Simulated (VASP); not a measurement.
# How thick must a slab of Cu(100) be?, part 6 of 7

How many layers does a slab of Cu(100) need before surface energy, work function and relaxation settle?

VASP 6.6.1; PBE; plane waves and PAW (Cu).

So far. Step 15 (The vacuum level, layers 9): The vacuum level lies 4.52 eV above the Fermi level at the upper face; both faces agree, as the slab has next to no dipole. Step 16 (Relaxing the slab, layers 10): The run ended after 14 ionic steps, 0.011 eV below its first step, once the forces on the free atoms met EDIFFG = -0.01.

### 18. Relaxing the slab, layers 11

System of this step: Cu(100). The cell holds 11 atoms: 11 Cu. Cell: a = 2.566 Å, b = 2.566 Å, c = 33.142 Å, α = 90.0°, β = 90.0°, γ = 90.0°. It derives from Cu. 11 layers of fcc Cu, cut at this functional's lattice. Vacuum lies along c.

INCAR reads:

```
SYSTEM = Cu
PREC = Normal
ENCUT = 330
EDIFF = 1E-06
NELM = 120
ISMEAR = 1
SIGMA = 0.15
LREAL = .FALSE.
ALGO = Fast
GGA = PE
NBANDS = 75
LASPH = .TRUE.
LORBIT = 11
LWAVE = .FALSE.
LCHARG = .FALSE.
KPAR = 4
IBRION = 2
NSW = 50
ISIF = 2
EDIFFG = -0.01
POTIM = 0.4
MAXMIX = 40
```

POSCAR reads:

```
Cu
1.0
    2.5656253229      0.0000000000      0.0000000000
    0.0000000000      2.5656253229      0.0000000000
    0.0000000000      0.0000000000     33.1417106380
Cu
11
Direct
    0.0000000000      0.0000000000      0.2263009300
    0.5000000000      0.5000000000      0.2810407500
    0.0000000000      0.0000000000      0.3357805600
    0.5000000000      0.5000000000      0.3905203700
    0.0000000000      0.0000000000      0.4452601900
    0.5000000000      0.5000000000      0.5000000000
    0.0000000000      0.0000000000      0.5547398100
    0.5000000000      0.5000000000      0.6094796300
    0.0000000000      0.0000000000      0.6642194400
    0.5000000000      0.5000000000      0.7189592500
    0.0000000000      0.0000000000      0.7736990700
```

KPOINTS reads:

```
Automatic mesh
0
Gamma
13 13 1
0 0 0
```

PAW data sets: Cu (PBE family, release 64).

Launch:

```console
$ mpirun -np 4 vasp_std
```

The log of the run:

```text
[banner, memory and clock lines left out]
running    4 mpi-ranks, on    1 nodes
[...]
LDA part: xc-table for (Slater+PW92), standard interpolation
 POSCAR, INCAR and KPOINTS ok, starting setup
[...]
entering main loop
       N       E                     dE             d eps       ncg     rms          rms(c)
DAV:   1     0.102895379122E+04    0.10290E+04   -0.40130E+04  4232   0.181E+03
DAV:   2     0.906853830529E+02   -0.93827E+03   -0.90842E+03  4200   0.412E+02
DAV:   3    -0.434960927395E+02   -0.13418E+03   -0.12373E+03  4299   0.202E+02
DAV:   4    -0.490783128779E+02   -0.55822E+01   -0.55231E+01  4617   0.582E+01
[...]
RMM:  24    -0.398948868800E+02   -0.56504E-05   -0.23910E-07  2430   0.382E-03    0.584E-04
RMM:  25    -0.398948933617E+02   -0.64818E-05   -0.22345E-07  2409   0.270E-03    0.569E-04
RMM:  26    -0.398948937312E+02   -0.36951E-06   -0.58009E-08  2338   0.210E-03
   1 F= -.39894894E+02 E0= -.39895545E+02  d E =-.398949E+02
[... from here on, the cycles between the ionic steps are left out ...]
   2 F= -.39900028E+02 E0= -.39900579E+02  d E =-.513448E-02
   3 F= -.39903697E+02 E0= -.39904077E+02  d E =-.880367E-02
   4 F= -.39903724E+02 E0= -.39904088E+02  d E =-.883001E-02
   5 F= -.39904169E+02 E0= -.39904504E+02  d E =-.445626E-03
   6 F= -.39904594E+02 E0= -.39904864E+02  d E =-.870699E-03
   7 F= -.39904842E+02 E0= -.39905114E+02  d E =-.247700E-03
   8 F= -.39905158E+02 E0= -.39905426E+02  d E =-.564046E-03
   9 F= -.39905338E+02 E0= -.39905604E+02  d E =-.179446E-03
  10 F= -.39905624E+02 E0= -.39905892E+02  d E =-.465219E-03
  11 F= -.39905637E+02 E0= -.39905906E+02  d E =-.478981E-03
  12 F= -.39905634E+02 E0= -.39905902E+02  d E =-.475929E-03
  13 F= -.39905636E+02 E0= -.39905904E+02  d E =-.477581E-03
  14 F= -.39905702E+02 E0= -.39905973E+02  d E =-.656379E-04
 trial-energy change:   -0.000066  1 .order   -0.000065   -0.000092   -0.000038
 step:   3.3660(harm=  3.3660)  dis= 0.00272  next Energy=   -39.905714 (dE=-0.780E-04)
 reached required accuracy - stopping structural energy minimisation
```

It took 4.3 min on 4 MPI ranks of Intel Xeon 6975P-C (Granite Rapids), shared host; peak memory 1.1 GiB.

OUTCAR, selected parts (step 18):

```text
  Total       -1.1790810     -1.1790810      0.1394940      0.0000000     -0.0000000      0.0000000
  in kB       -8.6595007     -8.6595007      1.0244829      0.0000000     -0.0000000      0.0000000
  external PRESSURE =      -5.4315062 kB  Pullay stress =       0.0000000 kB

 POSITION                                       TOTAL-FORCE (eV/Angst)
 -----------------------------------------------------------------------------------
      0.00000      0.00000      7.51008         0.000000     -0.000000     -0.009243
      1.28281      1.28281      9.27637        -0.000000      0.000000     -0.005814
      0.00000      0.00000     11.10160         0.000000      0.000000      0.002172
      1.28281      1.28281     12.92489        -0.000000     -0.000000      0.005125
      0.00000      0.00000     14.74757         0.000000     -0.000000      0.002953
      1.28281      1.28281     16.57086         0.000000     -0.000000      0.000000
      0.00000      0.00000     18.39414         0.000000     -0.000000     -0.002953
      1.28281      1.28281     20.21682         0.000000     -0.000000     -0.005125
      0.00000      0.00000     22.04011         0.000000      0.000000     -0.002172
      1.28281      1.28281     23.86535         0.000000      0.000000      0.005814
      0.00000      0.00000     25.63164         0.000000      0.000000      0.009243
 -----------------------------------------------------------------------------------
    total drift:                                0.000000      0.000000     -0.000000

  FREE ENERGIE OF THE ION-ELECTRON SYSTEM (eV)
  ---------------------------------------------------
  free  energy   TOTEN  =       -39.9057017009 eV

  energy  without entropy=      -39.9065151219  energy(sigma->0) =      -39.90597284

[... 1 part as in an earlier step ...]

[... 3 further parts left out ...]
[key lines of the parts left out:]
E-fermi :   2.7337
```

The run ended after 14 ionic steps, 0.011 eV below its first step, once the forces on the free atoms met EDIFFG = -0.01.

### 19. The vacuum level, layers 11

Changes to INCAR since step 18:

```diff
@@ -16,7 +16,6 @@
 KPAR = 4
-IBRION = 2
-NSW = 50
-ISIF = 2
-EDIFFG = -0.01
-POTIM = 0.4
-MAXMIX = 40
+IDIPOL = 3
+LDIPOL = .TRUE.
+DIPOL = 0.5 0.5 0.5
+LVHAR = .TRUE.
+LVACPOTAV = .TRUE.
```

POSCAR reads:

```
Cu
1.0
    2.5656253229      0.0000000000      0.0000000000
    0.0000000000      2.5656253229      0.0000000000
    0.0000000000      0.0000000000     33.1417106380
Cu
11
Direct
    0.0000000000      0.0000000000      0.2266049385
    0.5000000000      0.5000000000      0.2799000200
    0.0000000000      0.0000000000      0.3349737318
    0.5000000000      0.5000000000      0.3899886072
    0.0000000000      0.0000000000      0.4449853076
    0.5000000000      0.5000000000      0.5000000000
    0.0000000000      0.0000000000      0.5550146924
    0.5000000000      0.5000000000      0.6100113928
    0.0000000000      0.0000000000      0.6650262682
    0.5000000000      0.5000000000      0.7200999800
    0.0000000000      0.0000000000      0.7733950615
```

KPOINTS is that of step 18.

Launch:

```console
$ mpirun -np 4 vasp_std
```

The log of the run:

```text
[... set-up lines as in an earlier step ...]
 entering main loop
       N       E                     dE             d eps       ncg     rms          rms(c)
DAV:   1     0.102840584051E+04    0.10284E+04   -0.40138E+04  4232   0.181E+03
DAV:   2     0.902938131187E+02   -0.93811E+03   -0.90857E+03  4200   0.411E+02
DAV:   3    -0.435908566428E+02   -0.13388E+03   -0.12324E+03  4275   0.202E+02
DAV:   4    -0.491009233871E+02   -0.55101E+01   -0.54490E+01  4649   0.579E+01
[...]
RMM:  24    -0.399056959076E+02   -0.52695E-05   -0.31713E-07  2743   0.482E-03    0.692E-04
RMM:  25    -0.399057016633E+02   -0.57557E-05   -0.22218E-07  2816   0.285E-03    0.556E-04
RMM:  26    -0.399057019442E+02   -0.28093E-06   -0.72132E-08  2584   0.236E-03
 [... a notice as in an earlier step ...]

   1 F= -.39905702E+02 E0= -.39905973E+02  d E =0.814191E-03
```

It took 44 s on 4 MPI ranks; peak memory 1 GiB; 2.8 min of CPU time.

OUTCAR, selected parts (step 19):

```text
  Total       -1.0855755     -1.0855755      0.2347271      0.0000000      0.0000000      0.0000000
  in kB       -7.9727698     -7.9727698      1.7239011      0.0000000      0.0000000      0.0000000
  external PRESSURE =      -4.7405462 kB  Pullay stress =       0.0000000 kB

 POSITION                                       TOTAL-FORCE (eV/Angst)
 -----------------------------------------------------------------------------------
      0.00000      0.00000      7.51008        -0.000000     -0.000000     -0.010167
      1.28281      1.28281      9.27637         0.000000      0.000000     -0.006017
      0.00000      0.00000     11.10160        -0.000000     -0.000000      0.002814
      1.28281      1.28281     12.92489         0.000000      0.000000      0.006848
      0.00000      0.00000     14.74757         0.000000     -0.000000      0.002566
      1.28281      1.28281     16.57086        -0.000000     -0.000000      0.000000
      0.00000      0.00000     18.39414        -0.000000     -0.000000     -0.002566
      1.28281      1.28281     20.21682        -0.000000      0.000000     -0.006848
      0.00000      0.00000     22.04011         0.000000     -0.000000     -0.002814
      1.28281      1.28281     23.86535        -0.000000      0.000000      0.006017
      0.00000      0.00000     25.63164        -0.000000     -0.000000      0.010167
 -----------------------------------------------------------------------------------
    total drift:                                0.000000      0.000000     -0.000000

  FREE ENERGIE OF THE ION-ELECTRON SYSTEM (eV)
  ---------------------------------------------------
  free  energy   TOTEN  =       -39.9057019442 eV

  energy  without entropy=      -39.9065161349  energy(sigma->0) =      -39.90597334

[... 2 parts as in an earlier step ...]

[... 1 further part left out ...]
[key lines of the parts left out:]
E-fermi :   2.7334
```

The planar average of the electrostatic potential oscillates, so the rows of the table below give means over windows of 1.77 Å about each position, cut where the curve ends. Its maxima inside the range that stand out by 2 % of the span (Å: eV): 8.4: -1.86, 10.2: -1.28, 12.0: -1.31, 13.8: -1.32, 15.7: -1.33, 17.5: -1.33, 19.3: -1.32, 21.1: -1.31, 23.0: -1.28, 24.7: -1.86. Its minima: 7.5: -12.3, 9.3: -12.6, 11.0: -12.4, 12.9: -12.5, 14.7: -12.4, 16.6: -12.5, 18.4: -12.4, 20.2: -12.5, 22.1: -12.4, 23.9: -12.6, 25.6: -12.3.

Zero at the Fermi level. Table of planar average of the electrostatic potential by height; means over each step:

```csv
height (Å),planar average of the electrostatic potential (eV)
0.89,4.51
2.66,4.51
4.43,4.48
6.20,1.71
7.97,-7.56
9.74,-7.43
11.51,-7.42
13.28,-7.48
15.05,-7.50
16.82,-7.53
18.59,-7.55
20.36,-7.58
22.13,-7.56
23.90,-7.69
25.67,-7.16
27.44,3.77
29.21,4.50
30.98,4.51
32.75,4.51
```

The vacuum level lies 4.51 eV above the Fermi level at the upper face; both faces agree, as the slab has next to no dipole.

The program found no field-free point at its default tolerance, and its printed vacuum level lies off the flat part of the planar average, by -0.04 eV at the upper face; the levels here are read from the flat part.

### 20. Relaxing the slab, layers 12

System of this step: Cu(100). The cell holds 12 atoms: 12 Cu. Its edges and angles: a = 2.566 Å, b = 2.566 Å, c = 34.956 Å, α = 90.0°, β = 90.0°, γ = 90.0°. It derives from Cu. 12 layers of fcc Cu, cut at this functional's lattice. Vacuum lies along c.

INCAR reads:

```
SYSTEM = Cu
PREC = Normal
ENCUT = 330
EDIFF = 1E-06
NELM = 120
ISMEAR = 1
SIGMA = 0.15
LREAL = .FALSE.
ALGO = Fast
GGA = PE
NBANDS = 81
LASPH = .TRUE.
LORBIT = 11
LWAVE = .FALSE.
LCHARG = .FALSE.
KPAR = 4
IBRION = 2
NSW = 50
ISIF = 2
EDIFFG = -0.01
POTIM = 0.4
MAXMIX = 40
```

POSCAR reads:

```
Cu
1.0
    2.5656253229      0.0000000000      0.0000000000
    0.0000000000      2.5656253229      0.0000000000
    0.0000000000      0.0000000000     34.9558817018
Cu
12
Direct
    0.5000000000      0.5000000000      0.2145561700
    0.0000000000      0.0000000000      0.2664550500
    0.5000000000      0.5000000000      0.3183539200
    0.0000000000      0.0000000000      0.3702528000
    0.5000000000      0.5000000000      0.4221516800
    0.0000000000      0.0000000000      0.4740505600
    0.5000000000      0.5000000000      0.5259494400
    0.0000000000      0.0000000000      0.5778483200
    0.5000000000      0.5000000000      0.6297472000
    0.0000000000      0.0000000000      0.6816460800
    0.5000000000      0.5000000000      0.7335449500
    0.0000000000      0.0000000000      0.7854438300
```

KPOINTS is that of step 19.

Launch:

```console
$ mpirun -np 4 vasp_std
```

The log of the run:

```text
[banner, memory and clock lines left out]
running    4 mpi-ranks, on    1 nodes
[...]
LDA part: xc-table for (Slater+PW92), standard interpolation
 POSCAR, INCAR and KPOINTS ok, starting setup
[...]
entering main loop
       N       E                     dE             d eps       ncg     rms          rms(c)
DAV:   1     0.113451799921E+04    0.11345E+04   -0.43715E+04  4600   0.185E+03
DAV:   2     0.103987591271E+03   -0.10305E+04   -0.99791E+03  4536   0.422E+02
DAV:   3    -0.472749291539E+02   -0.15126E+03   -0.13904E+03  4643   0.207E+02
DAV:   4    -0.536814933891E+02   -0.64066E+01   -0.63330E+01  5039   0.605E+01
[...]
RMM:  24    -0.436458205535E+02   -0.87054E-05   -0.35946E-07  2621   0.419E-03    0.834E-04
RMM:  25    -0.436458281212E+02   -0.75676E-05   -0.32441E-07  2605   0.374E-03    0.727E-04
RMM:  26    -0.436458289427E+02   -0.82152E-06   -0.12994E-07  2539   0.297E-03
   1 F= -.43645829E+02 E0= -.43646881E+02  d E =-.436458E+02
[... from here on, the cycles between the ionic steps are left out ...]
   2 F= -.43651810E+02 E0= -.43652942E+02  d E =-.598123E-02
   3 F= -.43654466E+02 E0= -.43655843E+02  d E =-.863685E-02
   4 F= -.43656312E+02 E0= -.43657588E+02  d E =-.104833E-01
   5 F= -.43656315E+02 E0= -.43657596E+02  d E =-.104861E-01
   6 F= -.43656865E+02 E0= -.43658162E+02  d E =-.550023E-03
   7 F= -.43657189E+02 E0= -.43658503E+02  d E =-.874174E-03
   8 F= -.43657204E+02 E0= -.43658520E+02  d E =-.888946E-03
   9 F= -.43657311E+02 E0= -.43658618E+02  d E =-.106558E-03
  10 F= -.43657375E+02 E0= -.43658667E+02  d E =-.171275E-03
  11 F= -.43657379E+02 E0= -.43658675E+02  d E =-.175201E-03
  12 F= -.43657379E+02 E0= -.43658673E+02  d E =-.175033E-03
  13 F= -.43657379E+02 E0= -.43658674E+02  d E =-.175180E-03
  14 F= -.43657379E+02 E0= -.43658674E+02  d E =-.175496E-03
  15 F= -.43657425E+02 E0= -.43658720E+02  d E =-.456116E-04
 trial-energy change:   -0.000046  1 .order   -0.000046   -0.000076   -0.000016
 step:   2.9763(harm=  2.9763)  dis= 0.00191  next Energy=   -43.657427 (dE=-0.480E-04)
 reached required accuracy - stopping structural energy minimisation
```

Wall time 4.3 min (4 MPI ranks); peak memory 1.2 GiB.

Parts of OUTCAR (step 20):

```text
  Total       -0.9055256     -0.9055256      0.2937883      0.0000000      0.0000000      0.0000000
  in kB       -6.3052832     -6.3052832      2.0456830      0.0000000      0.0000000      0.0000000
  external PRESSURE =      -3.5216278 kB  Pullay stress =       0.0000000 kB

 POSITION                                       TOTAL-FORCE (eV/Angst)
 -----------------------------------------------------------------------------------
      1.28281      1.28281      7.52620        -0.000000     -0.000000     -0.000227
      0.00000      0.00000      9.28806        -0.000000      0.000000     -0.001909
      1.28281      1.28281     11.11799        -0.000000     -0.000000     -0.004774
      0.00000      0.00000     12.93947        -0.000000      0.000000     -0.008979
      1.28281      1.28281     14.75533        -0.000000      0.000000     -0.004691
      0.00000      0.00000     16.57147        -0.000000     -0.000000     -0.004542
      1.28281      1.28281     18.38441        -0.000000      0.000000      0.004542
      0.00000      0.00000     20.20055        -0.000000      0.000000      0.004691
      1.28281      1.28281     22.01642        -0.000000      0.000000      0.008979
      2.56563      0.00000     23.83789        -0.000000     -0.000000      0.004774
      1.28281      1.28281     25.66782         0.000000     -0.000000      0.001909
      0.00000      0.00000     27.42968        -0.000000      0.000000      0.000227
 -----------------------------------------------------------------------------------
    total drift:                                0.000000      0.000000      0.000000

  FREE ENERGIE OF THE ION-ELECTRON SYSTEM (eV)
  ---------------------------------------------------
  free  energy   TOTEN  =       -43.6574250512 eV

  energy  without entropy=      -43.6613095987  energy(sigma->0) =      -43.65871990

[... 1 part as in an earlier step ...]

[... 3 further parts left out ...]
[key lines of the parts left out:]
E-fermi :   3.0068
```

The run ended after 15 ionic steps, 0.012 eV below its first step, once the forces on the free atoms met EDIFFG = -0.01.

(Part 6 of 7 ends here.)

[Lines on the potential files, build, host, timing and source positions are cut from VASP's logs without a mark.]

[Logs are printed without paths, hosts, clocks, repeated set-up lines and the standing remarks that a program may print on its own settings, such as how far it seeks lower states.]

[Hosts, paths, dates, database ids (printed as entryN), source tags and the programs' standing remarks are cut or masked in the printed files.]

[Runs that stopped without an error message from VASP are left out.]
